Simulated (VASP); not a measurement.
Output of a VASP run:

**OSZICAR**
```
       N       E                     dE             d eps       ncg     rms          rms(c)
DAV:   1     0.277051477796E+03    0.27705E+03   -0.16778E+04  9408   0.228E+03
DAV:   2     0.157150193022E+02   -0.26134E+03   -0.24795E+03  9556   0.477E+02
DAV:   3    -0.162378749175E+02   -0.31953E+02   -0.29950E+02 10992   0.184E+02
DAV:   4    -0.175422474025E+02   -0.13044E+01   -0.12814E+01 10260   0.388E+01
DAV:   5    -0.175757004425E+02   -0.33453E-01   -0.33416E-01 10792   0.620E+00    0.205E+01
DAV:   6    -0.462847633256E+02   -0.28709E+02   -0.15582E+02 10192   0.165E+02    0.190E+01
DAV:   7    -0.445961108774E+02    0.16887E+01   -0.32825E+00 11712   0.310E+01    0.132E+01
DAV:   8    -0.436947593245E+02    0.90135E+00   -0.70967E+00 10980   0.254E+01    0.446E+00
DAV:   9    -0.440117451848E+02   -0.31699E+00   -0.70759E-01  9820   0.135E+01    0.274E+00
DAV:  10    -0.440499816348E+02   -0.38236E-01   -0.59710E-02 13568   0.606E+00    0.150E+00
DAV:  11    -0.440255028812E+02    0.24479E-01   -0.10315E-01 10484   0.288E+00    0.451E-01
DAV:  12    -0.440313186182E+02   -0.58157E-02   -0.23118E-02 13712   0.167E+00    0.246E-01
DAV:  13    -0.440305900558E+02    0.72856E-03   -0.22970E-03 13768   0.598E-01    0.108E-01
DAV:  14    -0.440304934217E+02    0.96634E-04   -0.72616E-04 10512   0.325E-01    0.415E-02
DAV:  15    -0.440305139469E+02   -0.20525E-04   -0.85243E-05 11124   0.102E-01    0.293E-02
DAV:  16    -0.440305314447E+02   -0.17498E-04   -0.18126E-05 10268   0.668E-02    0.109E-02
DAV:  17    -0.440305311854E+02    0.25931E-06   -0.23862E-06 14216   0.229E-02    0.659E-03
DAV:  18    -0.440305296906E+02    0.14947E-05   -0.15858E-06 13036   0.168E-02    0.209E-03
DAV:  19    -0.440305298444E+02   -0.15375E-06   -0.44874E-07  9396   0.760E-03    0.638E-04
DAV:  20    -0.440305297453E+02    0.99095E-07   -0.48291E-08  4756   0.311E-03
   1 F= -.44030530E+02 E0= -.44030530E+02  d E =0.000000E+00  mag=    -0.0000
       N       E                     dE             ncg
```

OUTCAR:
```
------------------------ aborting loop because EDIFF is reached ----------------------------------------
  FORCE on cell =-STRESS in cart. coord.  units (eV):
  Direction    XX          YY          ZZ          XY          YZ          ZX
  --------------------------------------------------------------------------------------
  Total       -0.0011292     -0.0011292     -0.0011292     -0.0103867     -0.0103867     -0.0103867
  in kB       -0.0499037     -0.0499037     -0.0499037     -0.4590292     -0.4590292     -0.4590292
  external PRESSURE =      -0.0499037 kB  Pullay stress =       0.0000000 kB
  volume of cell :       36.25
      direct lattice vectors                 reciprocal lattice vectors
     4.163030887  2.074628412  2.074628412     0.359324545 -0.119510360 -0.119510360
     2.074628412  4.163030887  2.074628412    -0.119510360  0.359324545 -0.119510360
     2.074628412  2.074628412  4.163030887    -0.119510360 -0.119510360  0.359324545
 POSITION                                       TOTAL-FORCE (eV/Angst)
 -----------------------------------------------------------------------------------
      0.00000      0.00000      0.00000         0.000000     -0.000000      0.000000
      4.15614      4.15614      4.15614         0.000000     -0.000000     -0.000000
      2.07807      2.07807      2.07807         0.000000      0.000000     -0.000000
      6.23422      6.23422      6.23422        -0.000000      0.000000      0.000000
 -----------------------------------------------------------------------------------
    total drift:                                0.000000     -0.000000     -0.000000
  FREE ENERGIE OF THE ION-ELECTRON SYSTEM (eV)
  ---------------------------------------------------
  free  energy   TOTEN  =       -44.0305297453 eV

  energy  without entropy=      -44.0305297453  energy(sigma->0) =      -44.03052975

 total charge

# of ion       s       p       d       tot
------------------------------------------
    1        0.327   0.411   8.236   8.973
    2        0.327   0.411   8.236   8.973
    3        1.544   3.415   0.000   4.959
    4        1.544   3.415   0.000   4.959
--------------------------------------------------
tot          3.742   7.651  16.472  27.865

 magnetization (x)

# of ion       s       p       d       tot
------------------------------------------
    1       -0.011  -0.014   1.455   1.430
    2        0.011   0.014  -1.455  -1.430
    3        0.000   0.000   0.000   0.000
    4        0.000   0.000   0.000   0.000
--------------------------------------------------
tot          0.000   0.000   0.000   0.000

 Electric field gradients after diagonalization (V/A^2)
 (convention: |V_zz| > |V_xx| > |V_yy|)
----------------------------------------------------------------------
 ion       V_xx      V_yy      V_zz     asymmetry (V_yy - V_xx)/ V_zz
----------------------------------------------------------------------
   1      -0.225    -0.225     0.449       0.000
   2      -0.225    -0.225     0.449       0.000
   3       2.065     2.065    -4.130       0.000
   4       2.065     2.065    -4.130       0.000
```
(Selected blocks of OUTCAR.)

### POSCAR
```
NiO
1
    4.1630308868     2.0746284119     2.0746284119
    2.0746284119     4.1630308868     2.0746284119
    2.0746284119     2.0746284119     4.1630308868
Ni O
2 2
Direct
  0.0000000000   0.0000000000   0.0000000000
  0.5000000000   0.5000000000   0.5000000000
  0.2500000000   0.2500000000   0.2500000000
  0.7500000000   0.7500000000   0.7500000000
```

Question: Write an INCAR and KPOINTS that could have produced this output.

Answer: One answer among several that fit: the input of the run itself, TPSS meta-GGA, plane waves, VASP's PBE PAW potentials (set 64).

### INCAR
```
# general
SYSTEM   =  NiO
PREC     =  Accurate
ENCUT    =  520   # plane-wave cut-off (eV)
LREAL    =  F   # projection in real space or not
LASPH    =  T

# electronic loop
EDIFF    =  1E-7   # SCF stop (eV)
NELM     =  100
ALGO     =  Normal
LMAXMIX  =  4
LMIXTAU  =  T

# smearing
ISMEAR   =  -5   # tetrahedra, Bloechl

# functional
METAGGA  =  TPSS

# spin
ISPIN    =  2   # spin-polarised
MAGMOM   =  1.4 -1.4 0.0 0.0

# ions
ISIF     =  2

# output
LWAVE    =  F
LCHARG   =  F
LORBIT   =  11   # lm-projected
NEDOS    =  601

# other
LEFG     =  T
```

**KPOINTS**
```
K-points
0
gamma
  10 10 10
```

KPOINTS_OPT:
```
k-points along high-symmetry lines
8
Line-mode
Reciprocal
  0.000000   0.000000   0.000000 ! GAMMA
  0.500000   0.500000   0.500000 ! T

  0.500000   0.500000   0.500000 ! T
  0.812500   0.187500   0.500000 ! H_2

  0.500000  -0.187500   0.187500 ! H_0
  0.500000  -0.000000  -0.000000 ! L

  0.500000  -0.000000  -0.000000 ! L
  0.000000   0.000000   0.000000 ! GAMMA

  0.000000   0.000000   0.000000 ! GAMMA
  0.343750  -0.343750   0.000000 ! S_0

  0.656250   0.000000   0.343750 ! S_2
  0.500000   0.000000   0.500000 ! F

  0.500000   0.000000   0.500000 ! F
  0.000000   0.000000   0.000000 ! GAMMA
```

POTCAR, in this order: Ni O (PBE.64 set). Program: vasp_std.

The compound is NiO in the rock salt, AFM-II order structure. It was relaxed first.
